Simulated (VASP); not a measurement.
# TaTeI under changes of volume

One of the cells (33.361 Å³/atom); the others are scaled copies at fixed shape and fractional positions:

```
CELL_PARAMETERS angstrom
5.24280 0.00000 0.00000
-2.62140 4.54040 0.00000
0.00000 0.00000 4.20444
ATOMIC_POSITIONS crystal
Ta 0.00000 0.00000 0.50000
Te 0.66667 0.33333 0.00000
I 0.33333 0.66667 0.50000
```

The cell was built by a generator and needn't be a form met in nature.

| Item | Value |
| --- | --- |
| Program | VASP 6.6.1 |
| Functional | r2SCAN |
| Potentials or basis | VASP PAW PBE potentials, release 64 (Ta_pv, Te, I) |
| Cutoff | 520 eV |
| k mesh | 6 × 6 × 7 |
| Occupations | fermi-dirac, width 0.05 eV |
| Spin | no spin polarisation |

```tsv
volume (Å³/atom)	energy over the lowest point (meV/atom)	pressure (GPa)
30.745	0.00	-9.0
31.399	37.88	-9.6
32.053	77.90	-10.1
33.361	163.14	-10.8
34.016	207.83	-11.1
34.670	?	?
```

Problem. What does the run at 34.670 Å³/atom give?

Solution. Energy over the lowest point 253.59 meV/atom; pressure -11.3 GPa.

Worked out: A Birch-Murnaghan fit of order 3 (a polynomial in V^(-2/3)) to the other rows has no minimum within the range. It gives 253.48 meV/atom at 34.670 Å³/atom, against the run's 253.59, and -dE/dV = -11.3 GPa, against -11.3.

Energies are extrapolated to zero smearing.

Caveats: the PAW data sets were made with another functional, which shifts forces and pressure a little.
